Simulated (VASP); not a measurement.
Here is the system:

```
CELL_PARAMETERS angstrom
      3.13982     0.00000     0.00000
      0.00000     3.13982     0.00000
      0.00000     0.00000     4.42084
ATOMIC_POSITIONS crystal
  Al 0.50000 0.50000 0.50000
  Ga 0.00000 0.00000 0.00000
  N  0.50000 0.00000 0.73843
  N  0.00000 0.50000 0.26157
```

Method: r2SCAN meta-GGA, VASP's PBE PAW potentials (set 64) (plane waves; VASP). Numerical set-up: 520 eV cut-off, 8×8×6 Γ-centred mesh, tetrahedra with Blöchl corrections, potentials Al Ga_d N.

Task: The job: AlGaN2 (space group P-4m2), 4 atoms, r2SCAN, static run, 520 eV, 8×8×6 Γ-centred mesh. Roughly how much core time does it take on a busy server core?

Result: About 4 core-minutes (one run on a shared machine, a rough figure). It had 60 irreducible k-points, 17 bands, up to 1208 plane waves and 22 electronic steps.

The structure comes from a computed database's AlGaN2 entry (P-4m2); how it stands against other phases isn't given here. It was relaxed first.
